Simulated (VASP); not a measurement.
Method: PBEsol GGA, VASP's PBE PAW potentials (set 64) (plane waves; VASP).

VASP ran on this input.

File KPOINTS:
```
k-points along high-symmetry lines
15
Line-mode
Reciprocal
  0.000000   0.000000   0.000000 ! GAMMA
  0.000000   0.500000   0.000000 ! X

  0.000000   0.500000   0.000000 ! X
  0.500000   0.500000   0.000000 ! M

  0.500000   0.500000   0.000000 ! M
  0.000000   0.000000   0.000000 ! GAMMA

  0.000000   0.000000   0.000000 ! GAMMA
  0.500000   0.500000   0.500000 ! R

  0.500000   0.500000   0.500000 ! R
  0.000000   0.500000   0.000000 ! X

  0.500000   0.500000   0.500000 ! R
  0.500000   0.500000   0.000000 ! M
```

POSCAR:
```
AlGa3Sb4
1
    6.1225692287    -0.0000000000    -0.0000000000
   -0.0000000000     6.1225692287    -0.0000000000
   -0.0000000000    -0.0000000000     6.1225692287
Ga Sb Al
3 4 1
Direct
  0.0000000000   0.0000000000   0.0000000000
  0.5000000000   0.5000000000   0.0000000000
  0.5000000000   0.0000000000   0.5000000000
  0.2508377331   0.2491622669   0.2491622669
  0.7491622669   0.7508377331   0.2491622669
  0.7491622669   0.2491622669   0.7508377331
  0.2508377331   0.7508377331   0.7508377331
  0.0000000000   0.5000000000   0.5000000000
```

INCAR:
```
SYSTEM = AlGa3Sb4
PREC = Accurate
ENCUT = 400
EDIFF = 1E-7
NELM = 100
ALGO = Normal
LREAL = .FALSE.
LASPH = .TRUE.
ISMEAR = 0
SIGMA = 0.05
GGA = PS
LMAXMIX = 4
LWAVE = .FALSE.
LCHARG = .FALSE.
LORBIT = 11
ICHARG = 11
```

POTCAR, in this order: Ga_d Sb Al (PBE.64 set). Program: vasp_std. Read from the step before: CHGCAR.

Output

### OSZICAR
```
       N       E                     dE             d eps       ncg     rms          rms(c)
DAV:   1     0.409883954103E+03    0.40988E+03   -0.23434E+04  6763   0.164E+03
DAV:   2     0.224454660375E+02   -0.38744E+03   -0.37817E+03  7426   0.409E+02
DAV:   3    -0.287120898076E+02   -0.51158E+02   -0.48605E+02  7817   0.128E+02
DAV:   4    -0.313232976833E+02   -0.26112E+01   -0.25410E+01  8027   0.290E+01
DAV:   5    -0.314070524104E+02   -0.83755E-01   -0.83463E-01  9429   0.510E+00
DAV:   6    -0.314099472577E+02   -0.28948E-02   -0.28890E-02  9548   0.826E-01
DAV:   7    -0.314100040594E+02   -0.56802E-04   -0.56765E-04  9451   0.110E-01
DAV:   8    -0.314100062078E+02   -0.21484E-05   -0.21482E-05  9642   0.174E-02
DAV:   9    -0.314100062961E+02   -0.88326E-07   -0.88172E-07  6214   0.259E-03
   1 F= -.31410006E+02 E0= -.31410006E+02  d E =-.723433E-06
```

**OUTCAR**
```
 val. band max:        4.7213615570   @ k =   0.0000   0.0000   0.0000

 cond. band min:       5.0121529289   @ k =   0.0000   0.0000   0.0000



 k-point     1 :       0.0000    0.0000    0.0000
  band No.  band energies     occupation
      1     -10.2346      2.00000
      2     -10.2346      2.00000
      3     -10.2346      2.00000
      4     -10.1951      2.00000
      5     -10.1951      2.00000
      6     -10.1951      2.00000
      7     -10.1789      2.00000
      8     -10.1789      2.00000
      9     -10.1789      2.00000
     10     -10.1646      2.00000
     11     -10.1612      2.00000
     12     -10.1612      2.00000
     13     -10.1507      2.00000
     14     -10.1507      2.00000
     15     -10.1504      2.00000
     16      -6.5993      2.00000
     17      -4.2430      2.00000
     18      -4.2430      2.00000
     19      -4.2430      2.00000
     20      -2.0352      2.00000
     21      -2.0352      2.00000
     22      -1.2736      2.00000
     23       2.2277      2.00000
     24       2.2277      2.00000
     25       2.2277      2.00000
     26       2.2374      2.00000
     27       2.2374      2.00000
     28       2.2374      2.00000
     29       4.7214      1.99998
     30       4.7214      1.99998
     31       4.7214      1.99998
     32       5.0122      0.00007
     33       5.5283      0.00000
     34       5.5283      0.00000
     35       5.8776      0.00000
     36       5.8776      0.00000
     37       5.8776      0.00000

 k-point     2 :       0.0000    0.0357    0.0000
  band No.  band energies     occupation
      1     -10.2345      2.00000
      2     -10.2345      2.00000
      3     -10.2345      2.00000
      4     -10.1952      2.00000
      5     -10.1952      2.00000
      6     -10.1952      2.00000
      7     -10.1790      2.00000
      8     -10.1790      2.00000
      9     -10.1790      2.00000
     10     -10.1645      2.00000
     11     -10.1612      2.00000
     12     -10.1611      2.00000
...
```

The density is held fixed in this step, so its total energy and stress have no physical meaning. Unless said otherwise, spin-orbit coupling is left out, though it shifts the bands of the heavy elements here.

The structure was generated: AlGa3Sb4 was put into an ordered model structure (P-43m), which need not be its known phase. It was relaxed first.
